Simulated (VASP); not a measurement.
Method: PBE GGA, VASP's PBE PAW potentials (set 64) (plane waves; VASP).

VASP ran on this input.

INCAR:
```
SYSTEM = MoSi2
PREC = Accurate; ENCUT = 300; LREAL = Auto
LASPH = .True.
EDIFF = 1E-6; NELM = 100; ALGO = Normal
LMAXMIX = 4
ISMEAR = 0; SIGMA = 0.2
GGA = PE
ISIF = 2
LWAVE = .False.; LCHARG = .False.
DIPOL = 0.5 0.5 0.5
LDIPOL = .True.; IDIPOL = 3
```

**POSCAR**
```
MoSi2
4.5850220
  1.0000000000   0.0000000000   0.0000000000
  0.5000000000   1.8000537402   0.0000000000
  0.0000000000   0.0000000000   3.9630562296
Si Mo
12 6
Cartesian
  0.9500005000   0.3138519700   1.7033294936
  0.9500000000   0.7351347473   1.3086090931
  0.9500005000   1.2833213133   1.4655342307
  0.4500000000   1.5657191442   1.5463845408
  0.4500005000   0.1749670236   2.1789002042
  0.4500000000   0.5962498009   1.7841560254
  0.4500005000   1.1444363669   1.9411049413
  0.9500000000   1.4268341978   2.0219512883
  0.9500005000   0.0360820772   2.6544471365
  0.9500000000   0.4573648545   2.2597267360
  0.9500005000   1.0055514205   2.4166716888
  0.4500000000   1.2879492514   2.4975219990
  0.4499995000   0.0397577870   1.6248570172
  0.4499995000   1.0092271302   1.3870617543
  1.4500000000   1.7009283808   2.1004277278
  0.9500000000   0.8703439839   1.8626285018
  0.9500000000   1.5620434345   2.5759944754
  0.4500000000   0.7314590375   2.3381992124
```

File KPOINTS:
```
Automatic mesh
0
Gamma
6 6 1
0 0 0
```

POTCAR, in this order: Si Mo_sv (PBE.64 set). Program: vasp_std.

Task: What will the output report for the number of irreducible k-points (NKPTS), largest plane-wave count, number of space-group operations, FFT grid (NGX, NGY, NGZ)?

Result: 
```yaml
number of irreducible k-points (NKPTS): 13
largest_plane_wave_count: 8155
number_of_space_group_operations: 4
FFT grid (NGX, NGY, NGZ): 28 × 48 × 108
```

The cell is a sheet with vacuum, built from a generated structure.
